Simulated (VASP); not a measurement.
Zn2Ga2O3:

```
Zn Ga O
1.0
     3.99405    0.00000    0.00000
    -1.99703    3.45895    0.00000
     0.00000    0.00000    6.58260
Zn Ga O
2 2 3
Direct
  0.00000 0.00000 0.30254
  0.00000 0.00000 0.69746
  0.33333 0.66667 0.50000
  0.66667 0.33333 0.50000
  0.50000 0.00000 0.00000
  0.00000 0.50000 0.00000
  0.50000 0.50000 0.00000
```

The cell was built by a generator and needn't be a form met in nature.

| Quantity | Value |
| --- | --- |
| Program | VASP 6.6.1 |
| Task | relaxation of cell and atoms |
| Functional | PBE |
| Potentials or basis | VASP PAW PBE potentials, release 64 (Zn, Ga_d, O) |
| Cutoff | 520 eV |
| k mesh | 4 × 4 × 2 |
| Occupations | gaussian, width 0.15 eV |
| Spin | no spin polarisation |

At the start: pressure 8.6 GPa; volume 12.99 Å³/atom.

Q: Where does the relaxation end?

A: Over 14 steps the energy falls by 275.1 meV/atom and the volume is 13.74 Å³/atom (+5.7 %); space group P6/mmm (No. 191, to 0.05 Å).

The path:
```csv
step,energy change (eV),largest force (eV/Å),pressure (GPa),volume (Å³)
1,0.0000,2.6825,8.58,90.94
2,-0.6876,1.5395,-2.75,100.40
3,-0.7286,1.3231,-5.22,103.79
4,-1.1338,1.1918,-3.83,99.81
5,-1.7081,0.1728,7.53,88.48
6,-1.7097,0.7197,3.59,91.01
7,-1.7260,0.4942,5.34,89.84
8,-1.8659,0.4476,4.17,92.35
9,-1.8682,0.2891,4.22,92.09
10,-1.9206,0.2061,-1.00,96.94
11,-1.9235,0.0982,0.43,95.88
12,-1.9235,0.1436,-0.31,96.11
13,-1.9235,0.1109,0.30,95.98
14,-1.9260,0.0642,0.03,96.15
```

Final structure:
```xyz
7
Lattice="4.1772 0.0000 0.0000 -2.0886 3.6176 0.0000 0.0000 0.0000 6.3629" Properties=species:S:1:pos:R:3 pbc="T T T"
Zn    0.0000    0.0000    1.2510
Zn    0.0000    0.0000    5.1119
Ga    0.0000    2.4117    3.1814
Ga    2.0886    1.2059    3.1814
O     2.0886    0.0000    0.0000
O     3.1329    1.8088    0.0000
O     1.0443    1.8088    0.0000
```

Caveat: the k mesh is coarse (spacing up to 0.48 Å⁻¹), so the values aren't converged.
